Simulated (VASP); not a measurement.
VASP input:

**POSCAR**
```
V3Si
1.0
  4.3844515358   0.0000000000   0.0000000000
  0.0000000000   4.3844515358   0.0000000000
  0.0000000000   0.0000000000   4.3844515358
V Si
6 2
direct
  0.2500000000   0.0000000000   0.5000000000
  0.5000000000   0.2500000000   1.0000000000
  0.5000000000   0.7500000000   0.0000000000
  0.7500000000   1.0000000000   0.5000000000
  1.0000000000   0.5000000000   0.7500000000
  1.0000000000   0.5000000000   0.2500000000
  0.5000000000   0.5000000000   0.5000000000
  0.0000000000   0.0000000000   0.0000000000
```

### INCAR
```
SYSTEM = V3Si
PREC = Accurate
ENCUT = 500
EDIFF = 1E-6
NELM = 100
ALGO = Normal
LREAL = .FALSE.
LASPH = .TRUE.
ISMEAR = 1
SIGMA = 0.1
LMAXMIX = 4
LWAVE = .FALSE.
LCHARG = .FALSE.
IBRION = 2
ISIF = 3
NSW = 40
EDIFFG = -0.02
PSTRESS = 450
```

### KPOINTS
```
kpoints
0
G
 7 7 7
```

POTCAR, in this order: V_sv Si (LDA.64 set). Program: vasp_std.

### Question
Write an equivalent input for Ansatz.

### Answer
One equivalent input (not run):
Ansatz 0.2 input:
```yaml
crystal:
  lattice:
    - [4.3844515, 0.0000000, 0.0000000]
    - [0.0000000, 4.3844515, 0.0000000]
    - [0.0000000, 0.0000000, 4.3844515]
  atoms:
    - { symbol: V, position: [0.2500000, 0.0000000, 0.5000000] }
    - { symbol: V, position: [0.5000000, 0.2500000, 1.0000000] }
    - { symbol: V, position: [0.5000000, 0.7500000, 0.0000000] }
    - { symbol: V, position: [0.7500000, 1.0000000, 0.5000000] }
    - { symbol: V, position: [1.0000000, 0.5000000, 0.7500000] }
    - { symbol: V, position: [1.0000000, 0.5000000, 0.2500000] }
    - { symbol: Si, position: [0.5000000, 0.5000000, 0.5000000] }
    - { symbol: Si, position: [0.0000000, 0.0000000, 0.0000000] }
kpoints:
  mp_grid: { grid: [7, 7, 7] }
hamiltonian:
  xc: lda
  pseudopotentials: { kind: paw }
scf:
  occupations: { method: methfessel_paxton, width: 0.1 }
  max_iter: 100
relax:
  max_steps: 40
  f_tol: 0.02
  cell: { p_target: 45 }
output: { forces: true, stress: true, eigenvalues: true }
```
The two are equivalent in intent, not identical: each code has its own PAW files, so the cut-off isn't converted (ENCUT is set for VASP's; basis.ecutwfc is left out, and Ansatz then takes the one that its files recommend); Ansatz stops its SCF on the density residual and VASP on the energy change (EDIFF); Ansatz's lda is the Perdew-Wang form, while the LDA potentials of VASP carry Perdew-Zunger's.

The compound is V3Si in the A15 structure. It was relaxed first under an external pressure of 45 GPa.
